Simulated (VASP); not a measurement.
All values below come from r2SCAN meta-GGA, VASP's PBE PAW potentials (set 64) (plane waves; VASP).

VASP input:

INCAR:
```
SYSTEM = SiNi
PREC = Accurate
ENCUT = 400
EDIFF = 1E-7
NELM = 100
ALGO = Normal
LREAL = .FALSE.
LASPH = .TRUE.
ISMEAR = -5
METAGGA = R2SCAN
LMIXTAU = .TRUE.
LMAXMIX = 4
LWAVE = .FALSE.
LCHARG = .FALSE.
LORBIT = 11
NEDOS = 601
ISIF = 2
LEFG = .TRUE.
```

KPOINTS_OPT:
```
k-points along high-symmetry lines
5
Line-mode
Reciprocal
  0.000000   0.000000   0.000000 ! GAMMA
  0.500000   0.000000   0.000000 ! X

  0.500000   0.000000   0.000000 ! X
  0.500000   0.500000   0.000000 ! S

  0.500000   0.500000   0.000000 ! S
  0.000000   0.500000   0.000000 ! Y

  0.000000   0.500000   0.000000 ! Y
  0.000000   0.000000   0.000000 ! GAMMA

  0.000000   0.000000   0.000000 ! GAMMA
  0.000000   0.000000   0.500000 ! Z

  0.000000   0.000000   0.500000 ! Z
  0.500000   0.000000   0.500000 ! U

  0.500000   0.000000   0.500000 ! U
  0.500000   0.500000   0.500000 ! R

  0.500000   0.500000   0.500000 ! R
  0.000000   0.500000   0.500000 ! T

  0.000000   0.500000   0.500000 ! T
  0.000000   0.000000   0.500000 ! Z

  0.500000   0.000000   0.000000 ! X
  0.500000   0.000000   0.500000 ! U

  0.000000   0.500000   0.000000 ! Y
  0.000000   0.500000   0.500000 ! T

  0.500000   0.500000   0.000000 ! S
  0.500000   0.500000   0.500000 ! R
```

**KPOINTS**
```
Regular mesh
0
gamma
12 10 8
```

File POSCAR:
```
SiNi
2.9418840
  1.0000001109   0.0000000000   0.0000000000
  0.0000000000   1.1206826585   0.0000000000
  0.0000000000   0.0000000000   1.5848027320
Si Ni
2 2
direct
  0.0000000000   0.0000000000   0.1568109423
  0.5000000000   0.5000000000   0.8431890577
  0.0000000000   0.0000000000   0.6566513472
  0.5000000000   0.5000000000   0.3433486528
```

POTCAR, in this order: Si Ni (PBE.64 set). Program: vasp_std.

Output

**OUTCAR**
```
 ion  position               nearest neighbor table
   1  0.000  0.000  0.157-   3 2.33   3 2.33   4 2.37   4 2.37   4 2.37   4 2.37   2 2.65   2 2.65
                             2 2.65   2 2.65
   2  0.500  0.500  0.843-   4 2.33   4 2.33   3 2.37   3 2.37   3 2.37   3 2.37   1 2.65   1 2.65
                             1 2.65   1 2.65
   3  0.000  0.000  0.657-   1 2.33   1 2.33   2 2.37   2 2.37   2 2.37   2 2.37   4 2.65   4 2.65
                             4 2.65   4 2.65
   4  0.500  0.500  0.343-   2 2.33   2 2.33   1 2.37   1 2.37   1 2.37   1 2.37   3 2.65   3 2.65
                             3 2.65   3 2.65
  LATTYP: Found a simple orthorhombic cell.
 ALAT       =     2.9418843262
 B/A-ratio  =     1.1206825342
 C/A-ratio  =     1.5848025563
 Subroutine PRICEL returns:
 Original cell was already a primitive cell.
 Subroutine GETGRP returns: Found  8 space group operations
The static configuration has the point symmetry C_2v.
 The point group associated with its full space group is D_2h.
The dynamic configuration has the point symmetry C_2v.
 Subroutine INISYM returns: Found  8 space group operations
 Subroutine IBZKPT returns following result:
 Found    210 irreducible k-points:

 Following reciprocal coordinates:
            Coordinates               Weight
...
```

File OSZICAR:
```
       N       E                     dE             d eps       ncg     rms          rms(c)
DAV:   1     0.107102760142E+03    0.10710E+03   -0.11213E+04  7560   0.157E+03
DAV:   2    -0.428528064396E+02   -0.14996E+03   -0.14590E+03  7566   0.308E+02
DAV:   3    -0.493987087901E+02   -0.65459E+01   -0.64149E+01  8700   0.792E+01
DAV:   4    -0.495821420591E+02   -0.18343E+00   -0.18313E+00  9120   0.120E+01
DAV:   5    -0.495866598231E+02   -0.45178E-02   -0.45230E-02  9142   0.181E+00    0.198E+01
DAV:   6    -0.504890401376E+02   -0.90238E+00   -0.84802E+01  8308   0.176E+02    0.253E+01
DAV:   7    -0.430531631500E+02    0.74359E+01   -0.24236E+01  8152   0.105E+02    0.550E+00
DAV:   8    -0.431468442220E+02   -0.93681E-01   -0.31730E+00 11288   0.218E+01    0.340E+00
DAV:   9    -0.430952838050E+02    0.51560E-01   -0.25324E-01 10666   0.863E+00    0.566E-01
DAV:  10    -0.431024257395E+02   -0.71419E-02   -0.36540E-02  9000   0.238E+00    0.256E-01
DAV:  11    -0.430996723914E+02    0.27533E-02   -0.19026E-02  8396   0.183E+00    0.216E-01
DAV:  12    -0.431039955031E+02   -0.43231E-02   -0.73432E-03  8294   0.117E+00    0.400E-02
DAV:  13    -0.431040371223E+02   -0.41619E-04   -0.17875E-04  8268   0.140E-01    0.237E-02
DAV:  14    -0.431040559773E+02   -0.18855E-04   -0.47147E-05  7992   0.702E-02    0.147E-02
DAV:  15    -0.431040136711E+02    0.42306E-04   -0.60226E-05  9286   0.138E-01    0.108E-02
DAV:  16    -0.431040469128E+02   -0.33242E-04   -0.28115E-05  8690   0.892E-02    0.322E-03
DAV:  17    -0.431040451809E+02    0.17319E-05   -0.25633E-06  8368   0.202E-02    0.148E-03
DAV:  18    -0.431040458548E+02   -0.67389E-06   -0.21339E-07  6840   0.467E-03    0.100E-03
DAV:  19    -0.431040455260E+02    0.32879E-06   -0.40934E-08  3946   0.242E-03    0.615E-04
DAV:  20    -0.431040462303E+02   -0.70433E-06   -0.30530E-08  3904   0.332E-03    0.156E-04
DAV:  21    -0.431040462785E+02   -0.48218E-07   -0.59011E-09  3898   0.744E-04
   1 F= -.43104046E+02 E0= -.43104046E+02  d E =0.000000E+00
       N       E                     dE             ncg
```

**OUTCAR**
```
------------------------ aborting loop because EDIFF is reached ----------------------------------------
  FORCE on cell =-STRESS in cart. coord.  units (eV):
  Direction    XX          YY          ZZ          XY          YZ          ZX
  --------------------------------------------------------------------------------------
  Total       -0.1541224     -0.1406869      0.0295725      0.0000000      0.0000000      0.0000000
  in kB       -5.4606166     -4.9845938      1.0477649      0.0000000      0.0000000      0.0000000
  external PRESSURE =      -3.1324819 kB  Pullay stress =       0.0000000 kB
  volume of cell :       45.22
      direct lattice vectors                 reciprocal lattice vectors
     2.941884326  0.000000000  0.000000000     0.339918192  0.000000000  0.000000000
     0.000000000  3.296918382  0.000000000     0.000000000  0.303313544  0.000000000
     0.000000000  0.000000000  4.662305801     0.000000000  0.000000000  0.214486145
 POSITION                                       TOTAL-FORCE (eV/Angst)
 -----------------------------------------------------------------------------------
      0.00000      0.00000      0.73110         0.000000      0.000000     -0.002095
      1.47094      1.64846      3.93121         0.000000      0.000000      0.002095
      0.00000      0.00000      3.06151         0.000000      0.000000      0.012405
      1.47094      1.64846      1.60080         0.000000      0.000000     -0.012405
 -----------------------------------------------------------------------------------
    total drift:                               -0.000000      0.000000      0.000000
  FREE ENERGIE OF THE ION-ELECTRON SYSTEM (eV)
  ---------------------------------------------------
  free  energy   TOTEN  =       -43.1040462785 eV

  energy  without entropy=      -43.1040462785  energy(sigma->0) =      -43.10404628

 total charge

# of ion       s       p       d       tot
------------------------------------------
    1        0.734   0.882   0.000   1.616
    2        0.734   0.882   0.000   1.616
    3        0.497   0.655   8.482   9.634
    4        0.497   0.655   8.482   9.634
--------------------------------------------------
tot          2.462   3.074  16.964  22.500

 Electric field gradients after diagonalization (V/A^2)
 (convention: |V_zz| > |V_xx| > |V_yy|)
----------------------------------------------------------------------
 ion       V_xx      V_yy      V_zz     asymmetry (V_yy - V_xx)/ V_zz
----------------------------------------------------------------------
   1      28.777     5.392   -34.169       0.684
   2      28.777     5.392   -34.169       0.684
   3       7.489     7.191   -14.680       0.020
   4       7.489     7.191   -14.680       0.020
```
(Selected blocks of OUTCAR.)

For a metal the tetrahedron method with Blöchl corrections gives inexact stress and forces.

The structure comes from a computed database's SiNi entry (Pmmn); how it stands against other phases isn't given here. It was relaxed first. The run is not spin-polarised, so no magnetic state was tried.
